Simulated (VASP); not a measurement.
Wanted: the native input for a VASP 6.6.1 run.

| Quantity | Value |
| --- | --- |
| Task | single point |
| Functional | PBE |
| Potentials or basis | VASP PAW PBE potentials, release 64 (Ga_d, N, C) |
| Cutoff | 520 eV |
| k mesh | 4 × 4 × 4 |
| Occupations | fermi-dirac, width 0.1 eV |
| Spin | no spin polarisation |
| Dipole correction | no |
| Further INCAR settings | ALGO = Normal; EDIFF = 1e-06; NBANDS = 48 |

The structure of Ga4CN4 (a cell with a defect) lies in POSCAR:

```
Ga4CN4
1.0
    0.0000000000      4.5070000000      4.5070000000
    4.5070000000      0.0000000000      4.5070000000
    2.2535000000      2.2535000000      0.0000000000
Ga N C
4 4 1
Direct
    0.0000000000      0.0000000000      0.0000000000
    0.0000000000      0.5000000000      0.0000000000
    0.5000000000      0.0000000000      0.0000000000
    0.5000000000      0.5000000000      0.0000000000
    0.3750000000      0.3750000000      0.7500000000
    0.3750000000      0.8750000000      0.7500000000
    0.8750000000      0.3750000000      0.7500000000
    0.8750000000      0.8750000000      0.7500000000
    0.1253780785      0.1253780785      0.2492438429
```

One way to write it, as run:

INCAR

```
SYSTEM = Ga4CN4
  PREC = Accurate
  ENCUT = 520
  EDIFF = 1E-6
  ISMEAR = -1
  SIGMA = 0.1
  LREAL = .False.
  LASPH = .True.
  NELM = 100
  ALGO = Normal
  ISIF = 2
  LWAVE = .False.
  LCHARG = .False.
  GGA = PE
  NBANDS = 48
```

KPOINTS

```
Automatic mesh
0
Gamma
  4 4 4
  0 0 0
```

Potentials or basis: VASP PAW PBE potentials, release 64 (Ga_d, N, C).

Command:

```console
$ cat potpaw_PBE.64/Ga_d/POTCAR potpaw_PBE.64/N/POTCAR potpaw_PBE.64/C/POTCAR > POTCAR
$ mpirun -np 1 vasp_std > vasp.out
```

Results of the run:

* Pressure: 33.2 GPa
* Largest force: 2.202 eV/Å
* Band gap on the k mesh: none (metal or under the smearing width)

Caveat: the k mesh is coarse (spacing up to 0.60 Å⁻¹), so the values aren't converged; a pressure of tens of GPa on the cell as given is suspect, and the run, the potentials or the cell itself is likely at fault.

Run time: 53 s on 1 thread of Intel(R) Xeon(R) 6975P-C (Granite Rapids), with other jobs on the host, peak memory 0.25 GiB.
